Q: My CdSe calculation on a 2,2,2 mesh settled in 14 iterations and left no force on any atom. What could be wrong with it?

A: Its energy is too high by about half an electronvolt per atom, and its pressure by several gigapascals, both relative to the 12,12,12 mesh. The mesh is the set of wavevectors k at which the electron bands are sampled. Doubling the divisions to 4,4,4 cuts the energy error more than twentyfold, and 6,6,6 brings it down to about 2 meV/atom. The energies are those extrapolated to zero smearing; with a gap this far above the smearing width they hardly differ from the free energies.

VASP 6.6.1, PBE with PAW potentials and no spin-orbit coupling, for CdSe (F-43m, two-atom cell) at fixed geometry, with a 500 eV cutoff and Gaussian smearing of 0.02 eV. The sweep value is the k-point mesh; energies are extrapolated to zero smearing and counted from the 12,12,12 mesh, and gaps are taken from the points of each mesh.

```
sweep value  energy less tightest (meV/atom)  pressure (GPa)  gap (eV)  force miss (eV/Å)  scf iterations
      2,2,2                            552.3           5.042     0.375              0.000              14
      3,3,3                            100.8           2.326     0.502              0.000              14
      4,4,4                             23.9           1.745     0.535              0.000              14
      6,6,6                              2.3           1.572     0.548              0.000              14
      7,7,7                              0.9           1.563     0.549              0.000              14
      9,9,9                              0.2           1.561     0.550              0.000              14
   10,10,10                              0.1           1.561     0.550              0.000              14
   12,12,12                              0.0           1.562     0.550              0.000              14
```

Q: Why did neither the iterations nor the forces warn me?

A: The iterations test whether density and potential agree on the mesh they were handed, and they can agree perfectly on a poor one. The force is zero by symmetry: each atom sits at the centre of a regular tetrahedron of neighbours, whose pulls cancel on any of these meshes. The column "force miss" is therefore no licence to use 2,2,2 for a distorted cell. What exposes the failure is a change of mesh, under which the energy, pressure and gap move.

Q: What does the coarse mesh do to the electrons?

A: Think of a chain of atoms with alternating bonds, closed into a ring of N cells. Sampling N wavevectors describes that ring, not the endless chain, and in a short ring an electron's wave meets itself after one turn. A mesh with N divisions along each axis closes the crystal in the same way, in three directions. The analogy ends at the numbers, because a crystal offers many closed paths where the ring has one.

In formulas, let ε(k) be the summed energy of the filled bands, written as waves labelled by the lattice vectors R:

ε(k) = Σ ε_R exp(i k·R)

The true average over k keeps only the term R = 0. A mesh that contains the zone centre, k = 0, also keeps every R that is N times a lattice vector, and for a fixed potential these extra terms are the error. A gap between filled and empty bands makes ε(k) smooth, so theory expects the terms to die off exponentially at long range, with a power of distance in front:

error ≈ C · N^(−p) · exp(−κN)

Here C, p and κ are constants for a given material and choice of cell. What counts is the length N times the cell edge, so the same crystal described in a cell doubled along each edge needs half the divisions.

Q: Do the numbers follow that form?

A: Take the energy errors at 3,3,3 and 4,4,4, which are 100.8 and 23.9 meV/atom, and continue them to 7,7,7. A pure exponential repeats the same ratio three more times, while a pure power law has exponent ln(100.8/23.9)/ln(4/3) ≈ 5:

exponential: 23.9 × (23.9/100.8)³ ≈ 0.3 meV/atom
power law: 23.9 × (4/7)⁵ ≈ 1.5 meV/atom

The calculation gives 0.9 meV/atom, between the two, as the mixed form requires. The 7,7,7 row played no part in setting either law, though the errors themselves are counted from the finest mesh.

The mixed form, fitted to the meshes from 2,2,2 to 9,9,9, follows them to within about 5 percent; the output below has the details. Its three constants can compensate one another, so I would not read a decay length from them. On the finest meshes the test loses its force, because the reference has a small error of its own.

Q: I care about lattice constants. Does the energy error cancel there?

A: It would if it were the same at every volume, but pressure is minus the slope of energy against volume, and the coarse-mesh error grows as the cell is squeezed. The likely reason is that closer atoms have stronger electronic coupling, which also strengthens the unwanted terms. At 2,2,2 this adds a false outward push of 5.04 − 1.56 = 3.48 GPa. With a rough recalled bulk modulus of 50 GPa, a cell relaxed on that mesh would come out about 7 percent too large in volume.

Q: The gap is also off at 2,2,2. Did the mesh miss the band edge?

A: A missed edge would make the gap too large, and here it is too small, by 0.550 − 0.375 = 0.175 eV. CdSe has its gap at the zone centre, and the values run smoothly through even and odd meshes, which suggests that every mesh contains that point. The levels there must then have moved, because the poorly sampled density produces a different potential.

Q: Is the gap on the finest mesh what I would measure?

A: No; the measured gap is roughly 1.7 eV, a recalled value, so more than 1 eV is still lacking. Most of this shortfall belongs to the functional: among other faults, PBE omits the jump in the exchange-correlation potential that an added electron should cause. Spin-orbit coupling, left out here, would lower the gap further. A mesh test recognises only errors that change with the mesh, and this one stays when the gap has stopped moving.

Printed output of the fit:

```
Errors against mesh 12 and two laws continued from meshes 3 and 4:
       row  energy error meV/atom  exponential law meV/atom  power law meV/atom  pressure error GPa  gap error meV
     2,2,2                  552.3                     425.1               766.4                3.48         -174.9
     3,3,3                  100.8                     100.8               100.8               0.764          -48.3
     4,4,4                   23.9                      23.9                23.9               0.183          -15.7
     6,6,6                  2.333                     1.344               3.144                0.01           -2.3
     7,7,7                  0.895                    0.3187               1.454               0.001           -1.1
     9,9,9                  0.162                   0.01792              0.4136              -0.001           -0.3
  10,10,10                  0.071                  0.004248              0.2441              -0.001           -0.1
  12,12,12                      0                 0.0002389             0.09807                   0              0
fit of lde on 6 rows (nk < 10): constant 9.539 +/- 0.099, coefficient of nk -0.4777 +/- 0.042, coefficient of lnk -3.227 +/- 0.2; rms 0.0359, worst 3,3,3 -0.0526, leave-one-out rms 0.122
  rows outside the fit (model, value, miss): 10,10,10 -2.669, -2.645, -0.0235; 12,12,12 -4.212, 0, -4.21
Error left in mesh 12 by the combined form, order of magnitude only, meV/atom: 0.01481
Effective power of the energy error between meshes 2 and 3: 4.195
Effective power of the energy error between meshes 7 and 9: 6.801
Factor by which the energy error falls from mesh 2 to 4: 23.11
Factor by which the gap error falls from mesh 2 to 4: 11.14
Pressure error times volume over energy error, mesh 2: 1.138
Pressure error times volume over energy error, mesh 4: 1.383
False part of the pressure at mesh 2, percent: 69.02
Rough volume error if the cell were relaxed on mesh 2, percent: 6.96
Gap rise if mesh 12 missed the zone centre by half a step, order of magnitude, eV: 0.2078
Rough gap shortfall left at mesh 12, eV: 1.15
```
